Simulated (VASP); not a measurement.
# MnAl15N16 (a cell with a defect) in VASP: a series of runs

Runs on MnAl15N16 (a cell with a defect). Level: PBEsol+U. Tasks: single point, relaxation of the atoms.

Everything below comes from runs of VASP 6.6.1. Logs are shortened: lines on timing, memory, paths and dates and some standing lists are left out, and cuts for length are marked.

### Step 1. The crystal as given

The cell holds a defect, 32 atoms: a = 6.220 Å, b = 6.220 Å, c = 9.960 Å, α = 90.00°, β = 90.00°, γ = 120.00°.

### Step 2. Single point, PBEsol+U, collinear spin, ferromagnetic start

INCAR reads:

```
  PREC = Accurate
  ENCUT = 450
  EDIFF = 1E-5
  ISMEAR = 0
  SIGMA = 0.03
  LREAL = Auto
  LASPH = True
  NELM = 120
  ALGO = Normal
  ISIF = 2
  LWAVE = False
  LCHARG = False
  ISPIN = 2
  MAGMOM = 2 0 0 0 0 0 0 0 0 0 0 0 0 0 0 0 0 0 0 0 0 0 0 0 0 0 0 0 0 0 0 0
  LORBIT = 11
  NUPDOWN = 2
  LMAXMIX = 4
  LDAU = True
  LDAUTYPE = 2
  LDAUL = 2 -1 -1
  LDAUU = 3.5 0 0
  LDAUJ = 0 0 0
  LDAUPRINT = 1
  GGA = PS
  NBANDS = 95
  KPAR = 4
```

KPOINTS reads:

```
Automatic mesh
0
Gamma
  3 3 2
```

POSCAR reads:

```
MnAl15N16
1.0
    6.2200008610      0.0000000000      0.0000000000
   -3.1100004305      5.3866787572      0.0000000000
    0.0000000000      0.0000000000      9.9600000000
Mn Al N
1 15 16
Direct
    0.3333333333      0.1666666667      0.0000000000
    0.3333333333      0.1666666667      0.5000000000
    0.3333333333      0.6666666667      0.0000000000
    0.3333333333      0.6666666667      0.5000000000
    0.8333333333      0.1666666667      0.0000000000
    0.8333333333      0.1666666667      0.5000000000
    0.8333333333      0.6666666667      0.0000000000
    0.8333333333      0.6666666667      0.5000000000
    0.1666666667      0.3333333333      0.2500000000
    0.1666666667      0.3333333333      0.7500000000
    0.1666666667      0.8333333333      0.2500000000
    0.1666666667      0.8333333333      0.7500000000
    0.6666666667      0.3333333333      0.2500000000
    0.6666666667      0.3333333333      0.7500000000
    0.6666666667      0.8333333333      0.2500000000
    0.6666666667      0.8333333333      0.7500000000
    0.3333333333      0.1666666667      0.1910000000
    0.3333333333      0.1666666667      0.6910000000
    0.3333333333      0.6666666667      0.1910000000
    0.3333333333      0.6666666667      0.6910000000
    0.8333333333      0.1666666667      0.1910000000
    0.8333333333      0.1666666667      0.6910000000
    0.8333333333      0.6666666667      0.1910000000
    0.8333333333      0.6666666667      0.6910000000
    0.1666666667      0.3333333333      0.4410000000
    0.1666666667      0.3333333333      0.9410000000
    0.1666666667      0.8333333333      0.4410000000
    0.1666666667      0.8333333333      0.9410000000
    0.6666666667      0.3333333333      0.4410000000
    0.6666666667      0.3333333333      0.9410000000
    0.6666666667      0.8333333333      0.4410000000
    0.6666666667      0.8333333333      0.9410000000
```

Potentials or basis: VASP PAW PBE potentials, release 64 (Mn_pv, Al, N).

On the command line:

```
> cat potpaw_PBE.64/Mn_pv/POTCAR potpaw_PBE.64/Al/POTCAR potpaw_PBE.64/N/POTCAR > POTCAR
> mpirun -np 4 vasp_std > vasp.out
```

OUTCAR:

```text
PREC = Accurate
   ENCUT = 450
   EDIFF = 1E-5
   ISMEAR = 0
   LREAL = Auto
   LASPH = True
   NELM = 120
   ISIF = 2
   ISPIN = 2
   LORBIT = 11
   NUPDOWN = 2
   GGA = PS

 ion  position               nearest neighbor table
   1  0.333  0.167  0.000-  26 1.89  30 1.89  28 1.89  17 1.90   9 3.07  10 3.07  13 3.07  14 3.07
                            11 3.07  12 3.07   5 3.11   5 3.11   7 3.11   3 3.11   3 3.11   7 3.11
   2  0.333  0.167  0.500-  25 1.89  29 1.89  27 1.89  18 1.90   9 3.07  10 3.07  13 3.07  14 3.07
                            11 3.07  12 3.07   6 3.11   6 3.11   8 3.11   4 3.11   4 3.11   8 3.11
   3  0.333  0.667  0.000-  28 1.89  32 1.89  26 1.89  19 1.90  11 3.07  12 3.07  15 3.07  16 3.07
                             9 3.07  10 3.07   7 3.11   7 3.11   1 3.11   1 3.11   5 3.11   5 3.11
   4  0.333  0.667  0.500-  27 1.89  31 1.89  25 1.89  20 1.90  11 3.07  12 3.07  15 3.07  16 3.07
                             9 3.07  10 3.07   8 3.11   8 3.11   2 3.11   2 3.11   6 3.11   6 3.11
   5  0.833  0.167  0.000-  30 1.89  26 1.89  32 1.89  21 1.90  13 3.07  14 3.07   9 3.07  10 3.07
                            15 3.07  16 3.07   1 3.11   1 3.11   7 3.11   7 3.11   3 3.11   3 3.11
   6  0.833  0.167  0.500-  29 1.89  25 1.89  31 1.89  22 1.90  13 3.07  14 3.07   9 3.07  10 3.07
                            15 3.07  16 3.07   2 3.11   2 3.11   8 3.11   8 3.11   4 3.11   4 3.11
   7  0.833  0.667  0.000-  32 1.89  28 1.89  30 1.89  23 1.90  15 3.07  16 3.07  11 3.07  12 3.07
                            13 3.07  14 3.07   3 3.11   3 3.11   5 3.11   5 3.11   1 3.11   1 3.11
   8  0.833  0.667  0.500-  31 1.89  27 1.89  29 1.89  24 1.90  15 3.07  16 3.07  11 3.07  12 3.07
                            13 3.07  14 3.07   4 3.11   4 3.11   6 3.11   6 3.11   2 3.11   2 3.11
   9  0.167  0.333  0.250-  17 1.89  21 1.89  19 1.89  25 1.90   1 3.07   2 3.07   5 3.07   6 3.07
[... 17 lines left out ...]
  19  0.333  0.667  0.191-  11 1.89  15 1.89   9 1.89   3 1.90
  20  0.333  0.667  0.691-  12 1.89  16 1.89  10 1.89   4 1.90
  21  0.833  0.167  0.191-  13 1.89   9 1.89  15 1.89   5 1.90
  22  0.833  0.167  0.691-  14 1.89  10 1.89  16 1.89   6 1.90
[... 8 lines left out ...]
  31  0.667  0.833  0.441-   8 1.89   4 1.89   6 1.89  15 1.90
  32  0.667  0.833  0.941-   7 1.89   3 1.89   5 1.89  16 1.90

  LATTYP: Found a hexagonal cell.
 ALAT       =     6.2200008610
 C/A-ratio  =     1.6012859520

  Lattice vectors:

 A1 = (   6.2200008610,   0.0000000000,   0.0000000000)
 A2 = (  -3.1100004305,   5.3866787572,   0.0000000000)
 A3 = (   0.0000000000,   0.0000000000,   9.9600000000)

Analysis of symmetry for initial positions (statically):
=====================================================================
 Subroutine PRICEL returns:
 Original cell was already a primitive cell.

 Routine SETGRP: Setting up the symmetry group for a
 hexagonal supercell.

 Subroutine GETGRP returns: Found  6 space group operations
 (whereof  2 operations were pure point group operations)
 out of a pool of 24 trial point group operations.

The static configuration has the point symmetry C_1h.
 The point group associated with its full space group is C_3v.

Analysis of symmetry for dynamics (positions and initial velocities):
=====================================================================
 Subroutine PRICEL returns:
 Original cell was already a primitive cell.

 Routine SETGRP: Setting up the symmetry group for a
 hexagonal supercell.

 Subroutine GETGRP returns: Found  6 space group operations
 (whereof  2 operations were pure point group operations)
 out of a pool of 24 trial point group operations.

The dynamic configuration has the point symmetry C_1h.
 The point group associated with its full space group is C_3v.

Analysis of structural, dynamic, and magnetic symmetry:
=====================================================================
 Subroutine PRICEL returns:
 Original cell was already a primitive cell.

 Routine SETGRP: Setting up the symmetry group for a
 hexagonal supercell.

 Subroutine GETGRP returns: Found  6 space group operations
 (whereof  2 operations were pure point group operations)
[... 182 lines left out ...]
  volume of cell :      333.71
 maximum number of plane-waves:      7283
 NGX is ok and might be reduce to    48
   NGX = 21   NGY = 21   NGZ = 35

atom =   1  type =  1  l = 2

 onsite density matrix

spin component  1

  0.7987 -0.0000 -0.0000  0.1053 -0.0000
 -0.0000  0.8675  0.0000 -0.0000  0.1053
 -0.0000  0.0000  0.2976 -0.0000  0.0000
  0.1053 -0.0000 -0.0000  0.8675 -0.0000
 -0.0000  0.1053  0.0000 -0.0000  0.7987

spin component  2

  0.1777  0.0000  0.0000 -0.0639  0.0000
  0.0000  0.1071 -0.0000  0.0000 -0.0639
  0.0000 -0.0000  0.9147  0.0000  0.0000
 -0.0639  0.0000  0.0000  0.1071  0.0000
  0.0000 -0.0639  0.0000  0.0000  0.1777

 occupancies and eigenvectors

  o =  0.0694  v =  0.0000  0.0000  0.0000  0.0000  0.0000 -0.5083  0.0002 -0.0000 -0.8612  0.0001      0.0000  0.0000  0.0000  0.0000  0.0000  0.0000  0.0000  0.0000  0.0000  0.0000
  o =  0.0694  v =  0.0000  0.0000  0.0000  0.0000  0.0000  0.0001  0.8612 -0.0000  0.0002  0.5083      0.0000  0.0000  0.0000  0.0000  0.0000  0.0000  0.0000  0.0000  0.0000  0.0000
  o =  0.2154  v =  0.0000  0.0000  0.0000  0.0000  0.0000  0.8612 -0.0000 -0.0000 -0.5083  0.0000      0.0000  0.0000  0.0000  0.0000  0.0000  0.0000  0.0000  0.0000  0.0000  0.0000
  o =  0.2154  v =  0.0000  0.0000  0.0000  0.0000  0.0000 -0.0000 -0.5083 -0.0000  0.0000  0.8612      0.0000  0.0000  0.0000  0.0000  0.0000  0.0000  0.0000  0.0000  0.0000  0.0000
  o =  0.2976  v =  0.0000  0.0000  1.0000 -0.0000 -0.0000  0.0000  0.0000  0.0000  0.0000  0.0000      0.0000  0.0000  0.0000  0.0000  0.0000  0.0000  0.0000  0.0000  0.0000  0.0000
  o =  0.7223  v = -0.8095 -0.0000 -0.0000  0.5872 -0.0000  0.0000  0.0000  0.0000  0.0000  0.0000      0.0000  0.0000  0.0000  0.0000  0.0000  0.0000  0.0000  0.0000  0.0000  0.0000
  o =  0.7223  v =  0.0000  0.5872 -0.0000 -0.0000 -0.8095  0.0000  0.0000  0.0000  0.0000  0.0000      0.0000  0.0000  0.0000  0.0000  0.0000  0.0000  0.0000  0.0000  0.0000  0.0000
  o =  0.9147  v =  0.0000  0.0000  0.0000  0.0000  0.0000  0.0000 -0.0000  1.0000 -0.0000  0.0000      0.0000  0.0000  0.0000  0.0000  0.0000  0.0000  0.0000  0.0000  0.0000  0.0000
  o =  0.9439  v =  0.5872 -0.0000 -0.0000  0.8095 -0.0000  0.0000  0.0000  0.0000  0.0000  0.0000      0.0000  0.0000  0.0000  0.0000  0.0000  0.0000  0.0000  0.0000  0.0000  0.0000
  o =  0.9439  v =  0.0000 -0.8095 -0.0000 -0.0000 -0.5872  0.0000  0.0000  0.0000  0.0000  0.0000      0.0000  0.0000  0.0000  0.0000  0.0000  0.0000  0.0000  0.0000  0.0000  0.0000

 number of electron     137.9999983 magnetization       1.9999995

 Free energy of the ion-electron system (eV)
  ---------------------------------------------------
  ext. energy  EPLUGINS =         0.00000000
  ---------------------------------------------------
  free energy    TOTEN  =      -248.75594203 eV

  energy without entropy =     -248.75418912  energy(sigma->0) =     -248.75506557

 E-fermi :   8.5955     XC(G=0): -11.1910

 val. band max:        8.4258512986   @ k =   0.3333   0.3333   0.5000
 cond. band min:       7.6699201524   @ k =   0.3333   0.3333   0.5000
 fundamental gap:     -0.7559311462
 Fermi energy:         7.6619642831

 spin component 1

 k-point     1 :       0.0000    0.0000    0.0000
  band No.  band energies     occupation
      1     -41.7380      1.00000
      2     -41.7380      1.00000
      3     -40.7739      1.00000
      4      -9.0919      1.00000
      5      -8.2146      1.00000
      6      -8.1827      1.00000
[... 493 lines left out ...]
     80      12.6808      0.00000
     81      13.1932      0.00000
 Fermi energy:         8.5955243175

 spin component 2

 k-point     1 :       0.0000    0.0000    0.0000
  band No.  band energies     occupation
      1     -39.2414      1.00000
      2     -39.0619      1.00000
      3     -39.0619      1.00000
      4      -9.0992      1.00000
      5      -8.2356      1.00000
      6      -8.1863      1.00000
[... 493 lines left out ...]
     80      12.7638      0.00000
     81      13.1935      0.00000
 [bands above 81 left out]

------------------------ aborting loop because EDIFF is reached ----------------------------------------

  FORCE on cell =-STRESS in cart. coord.  units (eV):
  Direction    XX          YY          ZZ          XY          YZ          ZX
  --------------------------------------------------------------------------------------
  -------------------------------------------------------------------------------------
  Total        2.5481786      2.5481786      4.2645504      0.0000000      0.0000000      0.0000000
  in kB       12.2340315     12.2340315     20.4744846      0.0000000      0.0000000      0.0000000
  external PRESSURE =      14.9808492 kB  Pullay stress =       0.0000000 kB

 VOLUME and BASIS-vectors are now :
 -----------------------------------------------------------------------------
  energy-cutoff  :      450.00
  volume of cell :      333.71
      direct lattice vectors                 reciprocal lattice vectors
     6.220000861  0.000000000  0.000000000     0.160771682  0.092821574  0.000000000
    -3.110000430  5.386678757  0.000000000     0.000000000  0.185643148  0.000000000
     0.000000000  0.000000000  9.960000000     0.000000000  0.000000000  0.100401606

 POSITION                                       TOTAL-FORCE (eV/Angst)
 -----------------------------------------------------------------------------------
      1.55500      0.89778      0.00000         0.000000     -0.000000     -0.172468
      1.55500      0.89778      4.98000         0.000000     -0.000000     -0.088851
     -0.00000      3.59112      0.00000         0.157992      0.091216      0.232997
     -0.00000      3.59112      4.98000        -0.010168     -0.005870     -0.024356
      4.66500      0.89778      0.00000         0.000000     -0.182433      0.232997
      4.66500      0.89778      4.98000         0.000000      0.011741     -0.024356
[... 24 lines left out ...]
      1.55500      4.48890      4.39236         0.000000     -0.000000      0.000750
      1.55500      4.48890      9.37236         0.000000     -0.000000     -0.063550
 -----------------------------------------------------------------------------------
    total drift:                               -0.000002      0.000003      0.027865

  FREE ENERGIE OF THE ION-ELECTRON SYSTEM (eV)
  ---------------------------------------------------
  free  energy   TOTEN  =      -248.7559420303 eV

  energy  without entropy=     -248.7541891170  energy(sigma->0) =     -248.75506557

 total charge

# of ion       s       p       d       tot
------------------------------------------
    1        0.388   6.426   5.081  11.895
    2        0.369   0.443   0.000   0.813
    3        0.369   0.442   0.000   0.811
    4        0.369   0.443   0.000   0.812
    5        0.369   0.442   0.000   0.811
    6        0.369   0.443   0.000   0.812
[... 24 lines left out ...]
   31        1.223   2.614   0.000   3.837
   32        1.223   2.614   0.000   3.837
--------------------------------------------------
tot         25.549  54.738   5.081  85.368

 magnetization (x)

# of ion       s       p       d       tot
------------------------------------------
    1        0.015  -0.002   2.140   2.153
    2       -0.001  -0.001   0.000  -0.002
    3        0.005   0.005   0.000   0.010
    4       -0.000  -0.000   0.000  -0.000
    5        0.005   0.005   0.000   0.010
    6       -0.000  -0.000   0.000  -0.000
[... 24 lines left out ...]
   31       -0.000  -0.001   0.000  -0.001
   32        0.000   0.001   0.000   0.002
--------------------------------------------------
tot          0.020  -0.202   2.140   1.957
```

It took 2.3 min on 4 MPI ranks of Intel Xeon 6975P-C (Granite Rapids), shared host; peak memory 0.63 GiB.

Results:

```
Free energy                                           : -248.7559 eV
Largest force                                         : 1.487 eV/Å
Net moment                                            : 2.00 μB per cell
Site moments                                          : Mn +2.15; Al -0.00, +0.01, +0.00; N -0.04, -0.01, +0.00, -0.00, -0.06 μB
Valence electrons inside the program's atomic spheres : Mn 11.89; Al 0.81; N 3.82, 3.84, 3.81
```

Forces on the atoms (eV/Å):
```
Mn   0.000  0.000 -0.172
Al   0.000  0.000 -0.089
Al   0.158  0.091  0.233
Al  -0.010 -0.006 -0.024
Al   0.000 -0.182  0.233
Al   0.000  0.012 -0.024
Al  -0.158  0.091  0.233
Al   0.010 -0.006 -0.024
Al   0.006 -0.004  0.017
Al   0.058 -0.033 -0.104
Al   0.000  0.007  0.017
Al   0.000  0.067 -0.104
Al  -0.006 -0.004  0.017
Al  -0.058 -0.033 -0.104
Al   0.000  0.000  0.016
Al   0.000  0.000 -0.043
N    0.000  0.000  1.487
N    0.000  0.000 -0.131
N   -0.014 -0.008 -0.042
N    0.034  0.020  0.030
N    0.000  0.016 -0.042
N    0.000 -0.039  0.030
N    0.014 -0.008 -0.042
N   -0.034  0.020  0.030
N   -0.042  0.025  0.036
N   -0.995  0.575 -0.480
N    0.000 -0.049  0.036
N    0.000 -1.149 -0.480
N    0.042  0.025  0.036
N    0.995  0.575 -0.480
N    0.000  0.000  0.001
N    0.000  0.000 -0.064
```

Eigenvalues of the final occupation matrices:
| site | spin | trace | eigenvalues |
| --- | --- | --- | --- |
| site 1 d | 1 | 3.63 | 0.30 0.72 0.72 0.94 0.94 |
| site 1 d | 2 | 1.48 | 0.07 0.07 0.22 0.22 0.91 |

Caveat: the k mesh is coarse (spacing up to 0.39 Å⁻¹), so the values aren't converged; the cutoff is under 1.25 times the usual one of these potentials, so pressure, stress and relaxed cells hold a basis-set (Pulay) error; the PAW data sets were made with another functional, which shifts forces and pressure a little; the total moment is fixed, so each spin has its own Fermi level; only a ferromagnetic start was run, and an antiferromagnetic order may lie lower in energy. The state reached can hang on the start; a lower one may exist.

(Part 1 of 3 ends here.)
